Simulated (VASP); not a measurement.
Input:

```
CeO2
1.0
    0.00000     2.75910     2.75910
    2.75910     0.00000     2.75910
    2.75910     2.75910     0.00000
Ce O
1 2
Direct
  0.00000   0.00000   0.00000
  0.25000   0.25000   0.25000
  0.75000   0.75000   0.75000
```

All values below come from PBE GGA, VASP's PBE PAW potentials (set 64) (plane waves; VASP). Run with 520 eV cut-off, 5×5×5 Γ-centred mesh, Gaussian smearing of 0.050 eV, potentials Ce O.

Energy and stress use the plane-wave basis of the starting cell.

The ions, cell shape and volume are relaxed. Predict the relaxed structure.

```
CeO2
1.0
    0.00000     2.73215     2.73215
    2.73215     0.00000     2.73215
    2.73215     2.73215     0.00000
Ce O
1 2
Direct
  0.00000   0.00000   0.00000
  0.25000   0.25000   0.25000
  0.75000   0.75000   0.75000
```
Space group Fm-3m (225), at a tolerance of 0.03 Å.

How do energy and volume change from the first to the last step?

The energy (σ→0) changes by -6.4 meV/atom and the volume by -2.9 %, in 3 ionic steps.

The compound is CeO2 in the fluorite structure. This run relaxes it. Symmetry was kept, so distortions that lower it aren't found. The run is not spin-polarised, so no magnetic state was tried.
